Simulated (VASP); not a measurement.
Input:

```
CELL_PARAMETERS angstrom
      4.80451     0.00000     0.00000
     -2.40226     4.16083     0.00000
      0.00000     0.00000     3.87683
ATOMIC_POSITIONS crystal
  Fe 0.50000 0.00000 0.00000
  Fe 0.50000 0.50000 0.00000
  Fe 0.00000 0.50000 0.00000
  Si 0.00000 0.00000 0.00000
  Si 0.33333 0.66667 0.50000
  Si 0.66667 0.33333 0.50000
```
Starting moments (μB, in the order of the record's atoms Fe Fe Fe Si Si Si): 4.0 4.0 4.0 0.0 0.0 0.0.

Calculation: PBE GGA, VASP's PBE PAW potentials (set 64) (plane waves; VASP 6.6.1). Run with 300 eV cut-off, 3×3×4 Γ-centred mesh, Fermi-Dirac smearing of 0.050 eV, potentials Fe Si.

Predict the cell moment, energy per atom (σ→0), band gap (on the k-mesh) with the smallest direct gap where there is one.

| Quantity | Value |
|---|---|
| band gap (on the k-mesh) | none (metal, semimetal or under 0.01 eV) |
| cell moment | 2.86 μB |
| energy per atom (σ→0) | -7.145 eV/atom |

Give the moment on each site (PAW-sphere projection).

```tsv
site	moment (μB)
Fe1	1.06
Fe2	1.06
Fe3	1.06
Si4	-0.07
Si5	-0.05
Si6	-0.05
```

Total energies compare only between runs with the same potentials, cut-off and functional.

The structure was generated: FeSi was put into an ordered model structure, which need not be its known phase. The cell was not relaxed at this level. The k-mesh is coarse (spacing up to 0.50 per Å, 2π included), so the numbers may not be converged in it.
